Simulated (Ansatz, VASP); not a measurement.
# W (W(210) slab) in two plane-wave programs

One calculation is typed for both programs; each brings its own data sets. How far apart do they land? The cell is taken from a series of runs on this material, whose earlier steps may have relaxed, scaled, displaced or heated it; both programs get it as it stands.

Calculated with Ansatz 0.2.0; plane waves, with VASP 6.6.1 beside it; single point at PBE.

## (1) The structure

The cell holds 36 atoms: 36 W. Cell: a = 7.122 Å, b = 6.370 Å, c = 27.107 Å, α = 90.0°, β = 90.0°, γ = 90.0°. It derives from W. Slab of W cut on (2 1 0), 12.1 A thick, 1 x 2 surface cells, both faces free; (so at first; earlier steps may have moved the atoms). Lattice constants are starting values near those of PBE. Vacuum lies along c.

## (2) VASP: single point, PBE

With cell and atoms fixed, the geometry can't cause a difference; cores, projectors, grids and the points listed under the comparison can.

Lines of VASP's logs that name or quote its potential files are left out, and so is its time.

INCAR reads:

```
SYSTEM = W
PREC = Accurate
ENCUT = 520
EDIFF = 1E-06
NELM = 120
ISMEAR = -1
SIGMA = 0.1
LREAL = Auto
ALGO = Normal
GGA = PE
NBANDS = 136
LASPH = .TRUE.
LORBIT = 11
LWAVE = .FALSE.
LCHARG = .FALSE.
ISIF = 2
GGA_COMPAT = .FALSE.
KPAR = 4
```

POSCAR reads:

```
W
1.0
    7.1218800000      0.0000000000      0.0000000000
    0.0000000000      6.3700000000      0.0000000000
    0.0000000000      0.0000000000     27.1071900000
W
36
Direct
    0.9091400000      0.2500000000      0.2843000000
    0.1925300000      0.0000000000      0.3055800000
    0.4934600000      0.2500000000      0.3297600000
    0.7972900000      0.0000000000      0.3549100000
    0.1011400000      0.2500000000      0.3828400000
    0.4021300000      0.0000000000      0.4073900000
    0.7011400000      0.2500000000      0.4348300000
    0.0003400000      0.0000000000      0.4607200000
    0.3010700000      0.2500000000      0.4869500000
    0.5989300000      0.0000000000      0.5130500000
    0.8996600000      0.2500000000      0.5392800000
    0.1988600000      0.0000000000      0.5651700000
    0.4978700000      0.2500000000      0.5926100000
    0.7988600000      0.0000000000      0.6171600000
    0.1027100000      0.2500000000      0.6450900000
    0.4065400000      0.0000000000      0.6702400000
    0.7074700000      0.2500000000      0.6944200000
    0.9908600000      0.0000000000      0.7157000000
    0.9091400000      0.7500000000      0.2843000000
    0.1925300000      0.5000000000      0.3055800000
    0.4934600000      0.7500000000      0.3297600000
    0.7972900000      0.5000000000      0.3549100000
    0.1011400000      0.7500000000      0.3828400000
    0.4021300000      0.5000000000      0.4073900000
    0.7011400000      0.7500000000      0.4348300000
    0.0003400000      0.5000000000      0.4607200000
    0.3010700000      0.7500000000      0.4869500000
    0.5989300000      0.5000000000      0.5130500000
    0.8996600000      0.7500000000      0.5392800000
    0.1988600000      0.5000000000      0.5651700000
    0.4978700000      0.7500000000      0.5926100000
    0.7988600000      0.5000000000      0.6171600000
    0.1027100000      0.7500000000      0.6450900000
    0.4065400000      0.5000000000      0.6702400000
    0.7074700000      0.7500000000      0.6944200000
    0.9908600000      0.5000000000      0.7157000000
```

KPOINTS reads:

```
Automatic mesh
0
Gamma
5 6 1
0 0 0
```

Potentials, in the order of the species: W (PBE family, release 64).

Run with:

```
$ mpirun -np 4 vasp_std
```

Numbers of over 12 decimals in the logs are rounded to 6 here.

What it wrote:

```text
[banner, memory and clock lines left out]
running    4 mpi-ranks, on    1 nodes
[...]
LDA part: xc-table for (Slater+PW92), standard interpolation
 POSCAR, INCAR and KPOINTS ok, starting setup
[...]
entering main loop
       N       E                     dE             d eps       ncg     rms          rms(c)
DAV:   1     0.109552787930E+04    0.10955E+04   -0.84369E+04  3264   0.130E+03
DAV:   2    -0.307424475101E+03   -0.14030E+04   -0.13231E+04  4304   0.294E+02
DAV:   3    -0.464110572252E+03   -0.15669E+03   -0.14975E+03  4400   0.873E+01
DAV:   4    -0.476560638930E+03   -0.12450E+02   -0.12164E+02  5152   0.208E+01
[...]
DAV:  36    -0.447924958014E+03   -0.56193E-05   -0.22599E-07  2240   0.145E-03    0.158E-03
DAV:  37    -0.447924961090E+03   -0.30757E-05   -0.17698E-07  2192   0.767E-04    0.271E-03
DAV:  38    -0.447924961841E+03   -0.75128E-06   -0.66683E-08  2040   0.714E-04
   1 F= -.44792496E+03 E0= -.44750976E+03  d E =-.830405E+00
```

From OUTCAR (step 2):

```text
  Total      -28.6683420    -36.4129232    -10.9298667      0.0000000      0.0000000     -0.2092665
  in kB      -37.3503414    -47.4403127    -14.2398975      0.0000000      0.0000000     -0.2726413
  external PRESSURE =     -33.0101839 kB  Pullay stress =       0.0000000 kB

 POSITION                                       TOTAL-FORCE (eV/Angst)
 -----------------------------------------------------------------------------------
      6.47479      1.59250      7.70657         0.130824     -0.000000      0.325628
      1.37118      0.00000      8.28342        -0.129088     -0.000000      0.135223
      3.51436      1.59250      8.93887        -0.074428     -0.000000      0.156758
      5.67820      0.00000      9.62061         0.054680      0.000000     -0.130098
      0.72031      1.59250     10.37772         0.037069     -0.000000     -0.017722
      2.86392      0.00000     11.04320        -0.019734     -0.000000     -0.029158
      4.99343      1.59250     11.78702         0.029756     -0.000000     -0.024254
      0.00242      0.00000     12.48882        -0.005158     -0.000000      0.007540
      2.14418      1.59250     13.19985         0.025825      0.000000     -0.029298
      4.26551      0.00000     13.90734        -0.025825     -0.000000      0.029298
      6.40727      1.59250     14.61837         0.005158     -0.000000     -0.007540
      1.41626      0.00000     15.32017        -0.029756      0.000000      0.024254
      3.54577      1.59250     16.06399         0.019734     -0.000000      0.029158
      5.68939      0.00000     16.72947        -0.037069     -0.000000      0.017722
[...]
-----------------------------------------------------------------------------------
    total drift:                                0.000006     -0.000000      0.000001

  FREE ENERGIE OF THE ION-ELECTRON SYSTEM (eV)
  ---------------------------------------------------
  free  energy   TOTEN  =      -447.9249618408 eV

  energy  without entropy=     -447.0945572059  energy(sigma->0) =     -447.50975952

[... 3 further parts left out ...]
[key lines of the parts left out:]
E-fermi :   1.3596
```

The data set W keeps the semicore shell frozen, which is cheaper and a little less accurate.

## (3) Ansatz: single point, PBE

Ansatz runs on its default PAW (the set named soft_2) files.

The same cell, functional, mesh and smearing now go to Ansatz, which takes its cutoff from its data sets.

input.yaml reads:

```yaml
crystal:
  lattice:
    - [7.12188, 0.0, 0.0]
    - [0.0, 6.37, 0.0]
    - [0.0, 0.0, 27.10719]
  atoms:
    - { symbol: W, position: [0.90914, 0.25, 0.2843] }
    - { symbol: W, position: [0.19253, 0.0, 0.30558] }
    - { symbol: W, position: [0.49346, 0.25, 0.32976] }
    - { symbol: W, position: [0.79729, 0.0, 0.35491] }
    - { symbol: W, position: [0.10114, 0.25, 0.38284] }
    - { symbol: W, position: [0.40213, 1.0, 0.40739] }
    - { symbol: W, position: [0.70114, 0.25, 0.43483] }
    - { symbol: W, position: [0.00034, 0.0, 0.46072] }
    - { symbol: W, position: [0.30107, 0.25, 0.48695] }
    - { symbol: W, position: [0.59893, 0.0, 0.51305] }
    - { symbol: W, position: [0.89966, 0.25, 0.53928] }
    - { symbol: W, position: [0.19886, 1.0, 0.56517] }
    - { symbol: W, position: [0.49787, 0.25, 0.59261] }
    - { symbol: W, position: [0.79886, 0.0, 0.61716] }
    - { symbol: W, position: [0.10271, 0.25, 0.64509] }
    - { symbol: W, position: [0.40654, 0.0, 0.67024] }
    - { symbol: W, position: [0.70747, 0.25, 0.69442] }
    - { symbol: W, position: [0.99086, 0.0, 0.7157] }
    - { symbol: W, position: [0.90914, 0.75, 0.2843] }
    - { symbol: W, position: [0.19253, 0.5, 0.30558] }
    - { symbol: W, position: [0.49346, 0.75, 0.32976] }
    - { symbol: W, position: [0.79729, 0.5, 0.35491] }
    - { symbol: W, position: [0.10114, 0.75, 0.38284] }
    - { symbol: W, position: [0.40213, 0.5, 0.40739] }
    - { symbol: W, position: [0.70114, 0.75, 0.43483] }
    - { symbol: W, position: [0.00034, 0.5, 0.46072] }
    - { symbol: W, position: [0.30107, 0.75, 0.48695] }
    - { symbol: W, position: [0.59893, 0.5, 0.51305] }
    - { symbol: W, position: [0.89966, 0.75, 0.53928] }
    - { symbol: W, position: [0.19886, 0.5, 0.56517] }
    - { symbol: W, position: [0.49787, 0.75, 0.59261] }
    - { symbol: W, position: [0.79886, 0.5, 0.61716] }
    - { symbol: W, position: [0.10271, 0.75, 0.64509] }
    - { symbol: W, position: [0.40654, 0.5, 0.67024] }
    - { symbol: W, position: [0.70747, 0.75, 0.69442] }
    - { symbol: W, position: [0.99086, 0.5, 0.7157] }
kpoints:
  mp_grid: { grid: [5, 6, 1] }
hamiltonian:
  xc: pbe
scf:
  occupations: { method: fermi_dirac, width: 0.1 }
output:
  forces: true
  populations: true
  dos:
    method: { smearing: { sigma: 0.08 } }
    de: 0.1
    projected: { site_lists: { W: [W] } }
  eigenvalues: true
  write_density: true
  write_potential: true
  volumetric_format: npy
```

Run with:

```
$ ansatz run input.yaml --threads 5 --pin off --max-ram 81920MiB --backend cuda --events-out ev --progress --plain --runs-dir out
```

What it wrote:

```text
Engine: ansatz 0.2.0, x86_64-unknown-linux-gnu
Pseudopotentials: kind: paw
Pseudopotential: W, paw, valence charge 14, recommended cutoff 420 eV (normal), W.paw.azcp
Functional definition: PBE
  parameter kappa = 0.804
  parameter beta = 0.066725
  exchange = pbe_x(kappa = kappa, mu = beta*pi^2/3)
  correlation = pbe_c(beta = beta)
concurrent solve slots: 4 of 5 are kept, ahead of what memory takes: no pass of the eigensolver takes more rounds on 4
device memory: the entry about to start is reckoned to put 16.1 GiB on a device that reports 78.6 GiB free
GPU FFT provider: cuFFT
GPU libraries: cuBLAS 13.8.2, cuFFT 12.4.0, cuSOLVER 12.3.4
Crystal: 36 atoms, lattice volume = 1229.755 Å³
Basis set: ecut = 420 eV, 23997 PW (Γ), exchange–correlation on 96×90×384 points (8 copies of the dense FFT grid, shifted against one another)
Bands: 303, of which v1, the nominal top of the filled ones, is band 252 counted from 1 (251 counted from 0)
Symmetry: 8 space group operations
Space group: P21/m (ITA 11), of the structure as read, at distance tolerance 1.1e-4 Å
k-points: 12 of 30
Non-local potential: W, projectors of the file, l = 0: 3, l = 1: 2, l = 2: 2, l = 3: 1
PAW form: soft (Blöchl's): semilocal exchange-correlation on the pseudo side does not see the compensation charge
PAW one-centre angular grid: W, 590 points (default); XC on 64 Gauss nodes
Initial density: superposition of atomic densities (neutral atoms: chi_scale 0, normalization atom), corrected by the library's trained network
Initial wavefunctions: pseudopotential atomic-orbital guess
GPU buffer pool allocated for 414720 grid points (all kernels)
GPU transforms: local potential and band sums: pruned to the plane-wave sphere, on 48×45×192
Functional: x = pbe(κ = 0.804, μ = 0.219515), c = pbe(β = 0.066725)
SCF iter   1: F=—  HF=-373833.020660 eV  |F-HF|=—  |Δ(HF+E_count)|=         —  Δρ=5.01e-3  dr2=2.49e0  ethr=1.77e-3  ⟨swp⟩=9.9  Hψ=18403  notcnv=0
preconditioner: auto → LDOS  [metal: Δε(μ)=0.016 eV  Ē_g=4.643 eV  σ=0.100 eV  W_gap=0.04  n_scr=284 (ndim 8)  ℏωp=15.6 eV  f_vac=0.466  D(μ)=25.39/eV (n_scr^D=142)  β→1.0]
SCF iter   2: F=—  HF=-373832.962046 eV  |F-HF|=—  |Δ(HF+E_count)|=   5.86e-2  Δρ=2.56e-3  dr2=3.47e-1  ethr=4.94e-4  ⟨swp⟩=2.2  Hψ=5090  notcnv=0
SCF iter   3: F=—  HF=-373832.936357 eV  |F-HF|=—  |Δ(HF+E_count)|=   2.57e-2  Δρ=6.04e-4  dr2=1.80e-2  ethr=6.89e-5  ⟨swp⟩=2.0  Hψ=5119  notcnv=0
SCF iter   4: F=—  HF=-373832.936887 eV  |F-HF|=—  |Δ(HF+E_count)|=   5.30e-4  Δρ=1.84e-4  dr2=8.36e-4  ethr=3.57e-6  ⟨swp⟩=2.9  Hψ=5808  notcnv=0
SCF iter   5: F=—  HF=-373832.931638 eV  |F-HF|=—  |Δ(HF+E_count)|=   5.25e-3  Δρ=6.60e-5  dr2=1.30e-4  ethr=1.66e-7  ⟨swp⟩=3.0  Hψ=5497  notcnv=0
SCF iter   6: F=—  HF=-373832.931693 eV  |F-HF|=—  |Δ(HF+E_count)|=   5.52e-5  Δρ=2.08e-5  dr2=1.12e-5  ethr=2.58e-8  ⟨swp⟩=2.1  Hψ=5005  notcnv=0
SCF iter   7: F=—  HF=-373832.936325 eV  |F-HF|=—  |Δ(HF+E_count)|=   4.63e-3  Δρ=7.13e-6  dr2=1.55e-6  ethr=2.22e-9  ⟨swp⟩=3.6  Hψ=7092  notcnv=0
SCF iter   8: F=—  HF=-373832.936325 eV  |F-HF|=—  |Δ(HF+E_count)|=   4.57e-7  Δρ=2.45e-6  dr2=1.51e-7  ethr=3.07e-10  ⟨swp⟩=2.6  Hψ=5815  notcnv=0
SCF iter   9: F=-373832.936326 eV  HF=-373832.936326 eV  |F-HF|=7.33e-9  |Δ(HF+E_count)|=   7.90e-8  Δρ=8.39e-7  dr2=1.98e-8  ethr=1.98e-11  ⟨swp⟩=17.6  Hψ=30373  notcnv=0
SCF 1 converged in 9 iterations: F = -373832.936326 eV  dr2 = 1.98e-8
  greatest PAW one-centre occupation: 1.000 electrons in one spin orbital (limit 2), on the W atom at site 33 (counted from 0), in its partial waves of l = 0
[...]
k-point 2: bands = [... 248 lower, 7.7174, 8.0370, 8.1004, 8.1635, 8.1984, 8.2445, 8.3483, 8.4328, ... 47 higher]
  k-point 11: bands = [... 248 lower, 7.8522, 7.8522, 8.1047, 8.1047, 8.2882, 8.2882, 8.4977, 8.4977, ... 47 higher]
--- Löwdin populations: 36 sites ---
  site symbol       q [e]
     0      W     13.9823
     1      W     13.8645
     2      W     13.9069
     3      W     13.8566
     4      W     13.8030
     5      W     13.8263
     6      W     13.8515
     7      W     13.8583
     8      W     13.8410
     9      W     13.8410
    10      W     13.8583
    11      W     13.8515
    12      W     13.8263
    13      W     13.8030
    14      W     13.8566
    15      W     13.9069
    16      W     13.8645
    17      W     13.9823
    18      W     13.9823
    19      W     13.8645
    20      W     13.9069
    21      W     13.8566
    22      W     13.8030
    23      W     13.8263
[...]
28      W     13.8583
    29      W     13.8515
    30      W     13.8263
    31      W     13.8030
    32      W     13.8566
    33      W     13.9069
    34      W     13.8645
    35      W     13.9823
  spilling = 0.009601 (of n_electrons = 504.000000)
```

## (4) Side by side

Known differences besides the potentials themselves: the data sets hold 504 valence electrons in Ansatz (on its default PAW (the set named soft_2) files) and 216 in VASP; the cutoff is 420 eV in Ansatz and 520 eV in VASP (PREC = Accurate, projectors in real space). Total energies have different zeros and are not compared.

Forces on 7 of the 36 atoms, those with the largest forces and the largest differences (eV/Å; atoms numbered as in POSCAR):

| atom | Ansatz x, y, z | VASP x, y, z |
| --- | --- | --- |
| W1 | 0.011, 0.000, 0.006 | 0.131, 0.000, 0.326 |
| W17 | -0.018, 0.000, 0.026 | 0.129, 0.000, -0.135 |
| W18 | -0.011, 0.000, -0.006 | -0.131, 0.000, -0.326 |
| W19 | 0.011, 0.000, 0.006 | 0.131, 0.000, 0.326 |
| W20 | 0.018, 0.000, -0.026 | -0.129, 0.000, 0.135 |
| W35 | -0.018, 0.000, 0.026 | 0.129, 0.000, -0.135 |
| W36 | -0.011, 0.000, -0.006 | -0.131, 0.000, -0.326 |

The forces differ by 90 meV/Å r.m.s., where the r.m.s. force is 0.020 eV/Å in Ansatz and 0.089 eV/Å in VASP: the atoms lie near their places of rest in Ansatz, so a percentage would say little (all taken over all components). With vacuum in the cell, a pressure given here is an average over mostly empty space and none of the material.

## (5) Summary of results

```json
{"r.m.s. force difference (single point, PBE)": "90 meV/Å"}
```

What this shows: The r.m.s. force difference is 90 meV/Å (single point, PBE), beyond the 12 meV/Å picked in this series as the mark of a large difference. The data sets hold unlike numbers of valence electrons (504 in Ansatz and 216 in VASP), so part of the differences comes from the potentials. What causes the difference of the single point, PBE pair stays open here. How closely two codes agree says nothing of how well the functional describes the real material.

[Lines on the potential files, build, host, timing and source positions are cut from VASP's logs without a mark.]

[Logs are printed without paths, hosts, clocks, repeated set-up lines and the standing remarks that a program may print on its own settings, such as how far it seeks lower states.]

[Hosts, paths, dates, database ids (printed as entryN), source tags and the programs' standing remarks are cut or masked in the printed files.]
